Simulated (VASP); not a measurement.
Given:

```
CsPbCl3
1.0
    5.36353     0.00000     0.00000
    0.00000     5.36353     0.00000
    0.00000     0.00000     5.36353
Cs Pb Cl
1 1 3
Direct
  0.00000   0.00000   0.00000
  0.50000   0.50000   0.50000
  0.50000   0.00000   0.50000
  0.00000   0.50000   0.50000
  0.50000   0.50000   0.00000
```

Level of theory: PBEsol GGA, VASP's PBE PAW potentials (set 64) (plane waves; VASP). Run with 500 eV cut-off, 4×4×4 Γ-centred mesh, Gaussian smearing of 0.050 eV, potentials Cs_sv Pb_d Cl.

Energy and stress use the plane-wave basis of the starting cell.

Question: The ions, cell shape and volume at an external pressure of 10.0 GPa are relaxed. Which structure does the run end with?

Answer: 
```
CsPbCl3
1.0
    5.20851     0.00000     0.00000
    0.00000     5.20851     0.00000
    0.00000     0.00000     5.20851
Cs Pb Cl
1 1 3
Direct
  0.00000   0.00000   0.00000
  0.50000   0.50000   0.50000
  0.50000   0.00000   0.50000
  0.00000   0.50000   0.50000
  0.50000   0.50000   0.00000
```
Space group Pm-3m (221), at a tolerance of 0.03 Å.

Question: How do energy and volume change from the first to the last step?

Answer: The energy (σ→0) changes by +118.5 meV/atom and the volume by -8.4 %, in 3 ionic steps.

The compound is CsPbCl3 in the cubic perovskite structure, the ideal cubic form; the compound distorts at low or room temperature. This run relaxes it under an external pressure of 10 GPa. Symmetry was kept, so distortions that lower it aren't found.
